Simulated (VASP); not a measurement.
These are LDA (Ceperley-Alder, Perdew-Zunger), VASP's LDA PAW potentials (set 64) (plane waves; VASP) values and carry that method's errors.

The input files of a VASP run:

INCAR:
```
SYSTEM = BN
PREC = Accurate
ENCUT = 620
EDIFF = 1E-6
NELM = 100
ALGO = Normal
LREAL = .FALSE.
LASPH = .TRUE.
ISMEAR = 0
SIGMA = 0.05
LWAVE = .FALSE.
LCHARG = .FALSE.
IBRION = 2
ISIF = 3
NSW = 40
EDIFFG = -0.02
PSTRESS = 300
```

File KPOINTS:
```
Automatic mesh
0
Gamma
10 10 6
0 0 0
```

### POSCAR
```
BN
1
    1.2432094191    -2.1533020934     0.0000000000
    1.2432094191     2.1533020934     0.0000000000
    0.0000000000     0.0000000000     4.1147788174
B N
2 2
Direct
  0.6666670000   0.3333330000   0.5003940292
  0.3333330000   0.6666670000   0.0003940292
  0.6666670000   0.3333330000   0.8746059708
  0.3333330000   0.6666670000   0.3746059708
```

POTCAR, in this order: B N (LDA.64 set). Program: vasp_std.

Energy and stress use the plane-wave basis of the starting cell.

Predict the energy per atom (σ→0), volume per atom.

| Property | Result |
|---|---|
| energy per atom (σ→0) | -9.657 eV/atom |
| volume per atom | 5.40 Å³/atom |

### OSZICAR
```
...
DAV:   1    -0.386567682640E+02   -0.17883E+00   -0.81743E-01  1520   0.103E+01    0.119E+00
DAV:   2    -0.386306603525E+02    0.26108E-01   -0.68892E-02  1668   0.259E+00    0.367E-01
DAV:   3    -0.386288619884E+02    0.17984E-02   -0.56672E-03  1580   0.676E-01    0.117E-01
DAV:   4    -0.386285033007E+02    0.35869E-03   -0.30703E-04  1576   0.170E-01    0.543E-02
DAV:   5    -0.386284467758E+02    0.56525E-04   -0.73470E-05  1616   0.759E-02    0.262E-02
DAV:   6    -0.386284453236E+02    0.14522E-05   -0.39911E-06  1664   0.209E-02    0.233E-03
DAV:   7    -0.386284452864E+02    0.37176E-07   -0.10149E-07   824   0.299E-03
   3 F= -.34586447E+02 E0= -.34586447E+02  d E =-.142423E-01
```

The compound is BN in the wurtzite structure, a metastable high-pressure form. This run relaxes it under an external pressure of 30 GPa. Symmetry was kept, so distortions that lower it aren't found.
